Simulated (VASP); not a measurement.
# Mg2Ti2N in VASP: a series of runs

Runs on Mg2Ti2N. Level: LDA. Tasks: single point.

Program: VASP 6.6.1. These are calculated values, not measurements. Logs are shortened: lines on timing, memory, paths and dates and some standing lists are left out, and cuts for length are marked.

## Step 1: Starting point

The cell holds a slab with vacuum, 5 atoms: a = 2.894 Å, b = 2.894 Å, c = 22.888 Å, α = 90.00°, β = 90.00°, γ = 120.00°.

## Step 2: Single point, LDA

File INCAR:

```
SYSTEM = Mg2Ti2N
ALGO     = Normal         ! electronic algorithm
DIPOL    = 0.5 0.5 0.497
EDIFF    = 1E-6           ! SCF threshold, eV
ENCUT    = 520            ! plane-wave cutoff, eV
IDIPOL   = 3            
ISIF     = 2              ! what is computed and relaxed
ISMEAR   = -1             ! smearing method
LASPH    = .True.         ! aspherical terms in the spheres
LCHARG   = .False.        ! write CHGCAR
LDIPOL   = .True.       
LREAL    = .False.        ! projectors in reciprocal space
LWAVE    = .False.        ! write WAVECAR
NBANDS   = 24             ! bands
NELM     = 100            ! most SCF steps
PREC     = Accurate       ! precision mode
SIGMA    = 0.1            ! smearing width, eV
```

File KPOINTS:

```
k-points
0
Gamma
  7 7 1
  0 0 0
```

File POSCAR:

```
Mg2Ti2N
1.0
    2.8943431255     -0.0000000029      0.0000000000
   -1.4471715602      2.5065746754      0.0000000000
    0.0000000000      0.0000000000     22.8883815000
Mg Ti N
2 2 1
Direct
    0.0000000000      0.0000000000      0.2839868778
    0.0000000000      0.0000000000      0.5137506555
    0.6666666667      0.3333333333      0.3988687667
    0.6666666667      0.3333333333      0.6286325444
    1.0000000000      1.0000000000      0.6603972919
```

Potentials or basis: VASP PAW LDA potentials, release 64 (Mg, Ti_sv, N).

Run with:

```
cat potpaw_LDA.64/Mg/POTCAR potpaw_LDA.64/Ti_sv/POTCAR potpaw_LDA.64/N/POTCAR > POTCAR
mpirun -np 1 vasp_std > vasp.out
```

OUTCAR:

```text
SYSTEM = Mg2Ti2N
   EDIFF = 1E-6
   ENCUT = 520
   ISIF = 2
   ISMEAR = -1
   LASPH = .True.
   LREAL = .False.
   NELM = 100
   PREC = Accurate

 ion  position               nearest neighbor table
   1  0.000  0.000  0.284-   3 3.12   3 3.12   3 3.12
   2  0.000  0.000  0.514-   3 3.12   3 3.12   3 3.12   4 3.12   4 3.12   4 3.12
   3  0.667  0.333  0.399-   2 3.12   2 3.12   2 3.12   1 3.12   1 3.12   1 3.12
   4  0.667  0.333  0.629-   5 1.82   5 1.82   5 1.82   2 3.12   2 3.12   2 3.12
   5  0.000  0.000  0.660-   4 1.82   4 1.82   4 1.82

  LATTYP: Found a hexagonal cell.
 ALAT       =     2.8943431255
 C/A-ratio  =     7.9079709998

  Lattice vectors:

 A1 = (   2.8943431255,  -0.0000000029,   0.0000000000)
 A2 = (  -1.4471715602,   2.5065746754,   0.0000000000)
 A3 = (   0.0000000000,   0.0000000000,  22.8883815000)

Analysis of symmetry for initial positions (statically):
=====================================================================
 Subroutine PRICEL returns:
 Original cell was already a primitive cell.

 Routine SETGRP: Setting up the symmetry group for a
 hexagonal supercell.

 Subroutine GETGRP returns: Found  6 space group operations
 (whereof  6 operations were pure point group operations)
 out of a pool of 24 trial point group operations.

The static configuration has the point symmetry C_3v.

Analysis of symmetry for dynamics (positions and initial velocities):
=====================================================================
 Subroutine PRICEL returns:
 Original cell was already a primitive cell.

 Routine SETGRP: Setting up the symmetry group for a
 hexagonal supercell.

 Subroutine GETGRP returns: Found  6 space group operations
 (whereof  6 operations were pure point group operations)
 out of a pool of 24 trial point group operations.

The dynamic configuration has the point symmetry C_3v.

 Subroutine INISYM returns: Found  6 space group operations
 (whereof  6 operations are pure point group operations),
 and found     1 'primitive' translations

----------------------------------------------------------------------------------------

                                     Primitive cell

  volume of cell :     166.0526

  direct lattice vectors                    reciprocal lattice vectors
     2.894343125 -0.000000003  0.000000000     0.345501538  0.199475405  0.000000000
    -1.447171560  2.506574675  0.000000000     0.000000000  0.398950811  0.000000000
     0.000000000  0.000000000 22.888381500     0.000000000  0.000000000  0.043690289

  length of vectors
     2.894343125  2.894343125 22.888381500     0.398950811  0.398950811  0.043690289

  position of ions in fractional coordinates (direct lattice)
     0.000000000  0.000000000  0.283986878
     0.000000000  0.000000000  0.513750655
     0.666666667  0.333333333  0.398868767
     0.666666667  0.333333333  0.628632544
     0.000000000  0.000000000  0.660397292

  ion indices of the primitive-cell ions
   primitive index   ion index
                 1           1
                 2           2
                 3           3
                 4           4
                 5           5

----------------------------------------------------------------------------------------

 KPOINTS: k-points

Automatic generation of k-mesh.
 Grid dimensions read from file:
 generate k-points for:    7    7    1

 Generating k-lattice:

  Cartesian coordinates                     Fractional coordinates (reciprocal lattice)
     0.049357363  0.028496486  0.000000000     0.142857143 -0.000000000  0.000000000
     0.000000000  0.056992973  0.000000000     0.000000000  0.142857143  0.000000000
     0.000000000  0.000000000  0.043690289     0.000000000  0.000000000  1.000000000

  Length of vectors
     0.056992973  0.056992973  0.043690289

  Shift w.r.t. Gamma in fractional coordinates (k-lattice)
     0.000000000  0.000000000  0.000000000

 Subroutine IBZKPT returns following result:
 ===========================================

 Found      8 irreducible k-points:

 Following reciprocal coordinates:
            Coordinates               Weight
  0.000000  0.000000  0.000000      1.000000
  0.142857  0.000000  0.000000      6.000000
  0.285714  0.000000  0.000000      6.000000
  0.428571  0.000000  0.000000      6.000000
  0.142857  0.142857  0.000000      6.000000
  0.285714  0.142857  0.000000     12.000000
  0.428571  0.142857  0.000000      6.000000
  0.285714  0.285714  0.000000      6.000000
   k-points           NKPTS =      8   k-points in BZ     NKDIM =      8   number of bands    NBANDS=     24
   number of dos      NEDOS =    301   number of ions     NIONS =      5
   total plane-waves  NPLWV = 103680
   dimension x,y,z NGX =    24 NGY =   24 NGZ =  180
   dimension x,y,z NGXF=    48 NGYF=   48 NGZF=  360
   ions per type =               2   2   1
   NGX,Y,Z   is equivalent  to a cutoff of  13.79, 13.79, 13.07 a.u.
   NGXF,Y,Z  is equivalent  to a cutoff of  27.57, 27.57, 26.15 a.u.
 SYSTEM =  Mg2Ti2N
   PREC   = accura    normal or accurate (medium, high low for compatibility)
   ISTART =      0    job   : 0-new  1-cont  2-samecut
   ICHARG =      2    charge: 1-file 2-atom 10-const
   ISPIN  =      1    spin polarized calculation?
   LNONCOLLINEAR =      F non collinear calculations
   LSORBIT =      F    spin-orbit coupling
   LASPH  =      T    aspherical Exc in radial PAW
   ENCUT  =  520.0 eV  38.22 Ry    6.18 a.u.   5.38  5.38 42.56*2*pi/ulx,y,z
   NELM   =    100;   NELMIN=  2; NELMDL= -5     # of ELM steps
   EDIFF  = 0.1E-05   stopping-criterion for ELM
   LREAL  =      F    real-space projection
   EDIFFG = 0.1E-04   stopping-criterion for IOM
   NSW    =      0    number of steps for IOM
   IBRION =     -1    ionic relax: 0-MD 1-quasi-New 2-CG
   NFREE  =      0    steps in history (QN), initial steepest desc. (CG)
   ISIF   =      2    stress and relaxation
   ISYM   =      2    0-nonsym 1-usesym 2-fastsym
   POTIM  = 0.5000    time-step for ionic-motion
   TEBEG  =    0.0;   TEEND  =   0.0 temperature during run
   PSTRESS=    0.0 pullay stress
   NELECT =      33.0000    total number of electrons
   NUPDOWN=      -1.0000    fix difference up-down
   EMIN   =  10.00;   EMAX   =-10.00  energy-range for DOS
   EFERMI =   0.00;   METHOD = LEGACY
   ISMEAR =    -1;   SIGMA  =   0.10  broadening in eV -4-tet -1-fermi 0-gaus
   EFERMI_NEDOS =   21; number of points for ismear=-14 and -15
   IALGO  =     38    algorithm
   IMIX   =      4    mixing-type and parameters
     AMIX     =   0.40;   BMIX     =  1.00
     AMIX_MAG =   1.60;   BMIX_MAG =  1.00
  volume/ion in A,a.u.               =      33.21       224.12
  Fermi-wavevector in a.u.,A,eV,Ry     =   0.955354  1.805357 12.418049  0.912701
  Thomas-Fermi vector in A             =   2.084184
   LORBIT       =      0    0 simple, 1 ext, 2 COOP (PROOUT), +10 PAW based schemes
   GGA     = CA    functional components
   LHFCALC =     F    Hartree Fock is set to
   AEXX    =    0.0000 exact exchange contribution
   IVDW    =     0    specifies the selected vdW correction
   LEPSILON=     F    determine dielectric tensor
   LRPA    =     F    only Hartree local field effects (RPA)
 non-spin polarized calculation
  energy-cutoff  :      520.00
  volume of cell :      166.05
 maximum number of plane-waves:      4549
 NGX is ok and might be reduce to    24
   NGX = 11   NGY = 11   NGZ = 85

 dipolmoment           0.000000      0.000000     -0.075136 electrons x Angstroem

 number of electron      32.9999996 magnetization

 dipolmoment           0.000000      0.000000      0.073972 electrons x Angstroem

 Free energy of the ion-electron system (eV)
  ---------------------------------------------------
  ext. energy  EPLUGINS =         0.00000000
  ---------------------------------------------------
  free energy    TOTEN  =       -30.59895853 eV

  energy without entropy =      -30.44982537  energy(sigma->0) =      -30.52439195

 E-fermi :  -0.1541     XC(G=0):  -5.7510

 val. band max:       -0.1828555938   @ k =   0.4286   0.0000   0.0000
 cond. band min:      -0.0441461054   @ k =   0.1429   0.1429   0.0000
 fundamental gap:      0.1387094884
 Fermi energy:        -0.1541419913

 k-point     1 :       0.0000    0.0000    0.0000
  band No.  band energies     occupation
      1     -56.2891      2.00000
      2     -56.2013      2.00000
      3     -32.9969      2.00000
      4     -32.8746      2.00000
      5     -32.6147      2.00000
      6     -32.6147      2.00000
[... 16 lines left out ...]
     23       2.3071      0.00000
     24       2.8218      0.00000

 k-point     2 :       0.1429    0.0000    0.0000
  band No.  band energies     occupation
      1     -56.2724      2.00000
      2     -56.1798      2.00000
      3     -32.9811      2.00000
      4     -32.8680      2.00000
      5     -32.7557      2.00000
      6     -32.6833      2.00000
[... 16 lines left out ...]
     23       2.1944      0.00000
     24       3.2044      0.00000

 k-point     3 :       0.2857    0.0000    0.0000
  band No.  band energies     occupation
      1     -56.2348      2.00000
      2     -56.1310      2.00000
      3     -33.1259      2.00000
      4     -32.9457      2.00000
      5     -32.9127      2.00000
      6     -32.7873      2.00000
[... 16 lines left out ...]
     23       2.2589      0.00000
     24       3.4315      0.00000

 k-point     4 :       0.4286    0.0000    0.0000
  band No.  band energies     occupation
      1     -56.2044      2.00000
      2     -56.0915      2.00000
      3     -33.3845      2.00000
      4     -33.0925      2.00000
      5     -32.9172      2.00000
      6     -32.7806      2.00000
[... 16 lines left out ...]
     23       2.9496      0.00000
     24       3.1553      0.00000

 k-point     5 :       0.1429    0.1429    0.0000
  band No.  band energies     occupation
      1     -56.2453      2.00000
      2     -56.1446      2.00000
      3     -33.0165      2.00000
      4     -32.9556      2.00000
      5     -32.8348      2.00000
      6     -32.7971      2.00000
[... 16 lines left out ...]
     23       2.1424      0.00000
     24       3.6274      0.00000

 k-point     6 :       0.2857    0.1429    0.0000
  band No.  band energies     occupation
      1     -56.2112      2.00000
      2     -56.1004      2.00000
      3     -33.2678      2.00000
      4     -33.0092      2.00000
      5     -32.9235      2.00000
      6     -32.8334      2.00000
[... 16 lines left out ...]
     23       2.9967      0.00000
     24       3.1814      0.00000

 k-point     7 :       0.4286    0.1429    0.0000
  band No.  band energies     occupation
      1     -56.1960      2.00000
      2     -56.0806      2.00000
      3     -33.3774      2.00000
      4     -33.0848      2.00000
      5     -32.9092      2.00000
      6     -32.8828      2.00000
[... 16 lines left out ...]
     23       2.7553      0.00000
     24       2.9581      0.00000

 k-point     8 :       0.2857    0.2857    0.0000
  band No.  band energies     occupation
      1     -56.1922      2.00000
      2     -56.0757      2.00000
      3     -33.2905      2.00000
      4     -33.0162      2.00000
      5     -33.0122      2.00000
      6     -32.9058      2.00000
[... 16 lines left out ...]
     23       2.7213      0.00000
     24       3.2998      0.00000

------------------------ aborting loop because EDIFF is reached ----------------------------------------

 vacuum level on the upper side and lower side of the slab       (xc-potential included)         0.726        -1.139

  FORCE on cell =-STRESS in cart. coord.  units (eV):
  Direction    XX          YY          ZZ          XY          YZ          ZX
  --------------------------------------------------------------------------------------
  -------------------------------------------------------------------------------------
  Total        5.2841394      5.2841394     -1.3432445      0.0000000     -0.0000000      0.0000000
  in kB       50.9846099     50.9846099    -12.9604445      0.0000000     -0.0000000      0.0000000
  external PRESSURE =      29.6695917 kB  Pullay stress =       0.0000000 kB

 VOLUME and BASIS-vectors are now :
 -----------------------------------------------------------------------------
  energy-cutoff  :      520.00
  volume of cell :      166.05
      direct lattice vectors                 reciprocal lattice vectors
     2.894343125 -0.000000003  0.000000000     0.345501538  0.199475405  0.000000000
    -1.447171560  2.506574675  0.000000000     0.000000000  0.398950811  0.000000000
     0.000000000  0.000000000 22.888381500     0.000000000  0.000000000  0.043690289

 POSITION                                       TOTAL-FORCE (eV/Angst)
 -----------------------------------------------------------------------------------
      0.00000      0.00000      6.50000        -0.000000     -0.000000      0.239076
      0.00000      0.00000     11.75892        -0.000000     -0.000000     -0.124667
      1.44717      0.83552      9.12946        -0.000000      0.000000     -0.034127
      1.44717      0.83552     14.38838         0.000000     -0.000000     -0.176768
      0.00000      0.00000     15.11543        -0.000000     -0.000000      0.096486
 -----------------------------------------------------------------------------------
    total drift:                               -0.000000      0.000000      0.000298

  FREE ENERGIE OF THE ION-ELECTRON SYSTEM (eV)
  ---------------------------------------------------
  free  energy   TOTEN  =       -30.5989585340 eV

  energy  without entropy=      -30.4498253732  energy(sigma->0) =      -30.52439195

 vacuum level on the upper side and lower side of the slab         5.862         3.955
```

It took 49 s on 1 thread of Intel Xeon Platinum 8488C (Sapphire Rapids), shared host; peak memory 0.26 GiB.

Results:

```
Free energy            : -30.5990 eV
Largest force          : 0.239 eV/Å
Band gap on the k mesh : none (metal or under the smearing width)
```

Forces on the atoms (eV/Å):
```
Mg   0.000  0.000  0.239
Mg   0.000  0.000 -0.125
Ti   0.000  0.000 -0.034
Ti   0.000  0.000 -0.177
N    0.000  0.000  0.096
```

## Step 3: Single point, LDA

File INCAR:

```
SYSTEM = Mg2Ti2N
PREC = Accurate
ENCUT = 520
EDIFF = 1E-6
ISMEAR = -1
SIGMA = 0.1
LREAL = .FALSE.
LASPH = .TRUE.
NELM = 100
ALGO = Fast
ISIF = 2
LWAVE = .FALSE.
LCHARG = .FALSE.
LDIPOL = .TRUE.
IDIPOL = 3
DIPOL = 0.5 0.5 0.497
NBANDS = 24
```

File KPOINTS:

```
Automatic mesh
0
G
  7 7 1
  0 0 0
```

File POSCAR:

```
Mg2Ti2N
1.0
    2.8943431300     -0.0000000029      0.0000000000
   -1.4471715625      2.5065746714      0.0000000000
    0.0000000000      0.0000000000     22.8883815000
Mg Ti N
2 2 1
Direct
    0.0000000000      0.0000000000      0.2839868778
    0.0000000000      0.0000000000      0.5137506555
    0.6666666650      0.3333333300      0.3988687667
    0.6666666650      0.3333333300      0.6286325444
    1.0000758702      0.0001517404      0.6604351147
```

Potentials or basis: VASP PAW LDA potentials, release 64 (Mg, Ti_sv, N).

Run with:

```
cat potpaw_LDA.64/Mg/POTCAR potpaw_LDA.64/Ti_sv/POTCAR potpaw_LDA.64/N/POTCAR > POTCAR
mpirun -np 1 vasp_std > vasp.out
```

Wall time 2.4 min (1 thread of Intel Xeon Platinum 8488C (Sapphire Rapids), shared host); peak memory 0.28 GiB.

The run converged. Its results:

| Property | Result |
| --- | --- |
| Free energy | -30.5990 eV |
| Largest force | 0.239 eV/Å |
| Band gap on the k mesh | none (metal or under the smearing width) |

Forces in eV/Å, atoms in the order of the input:
```
Mg   0.000  0.000  0.239
Mg   0.000  0.000 -0.124
Ti   0.000  0.000 -0.034
Ti   0.000  0.007 -0.167
N    0.000 -0.007  0.085
```

Levels at points of the mesh, in eV from the Fermi level:
| k point | band 15 | band 16 | band 17 | band 18 | band 19 | band 20 |
| --- | --- | --- | --- | --- | --- | --- |
| (0.00, 0.00, 0.00) | -3.51 | -1.44 | -0.69 | 1.03 | 1.03 | 2.03 |
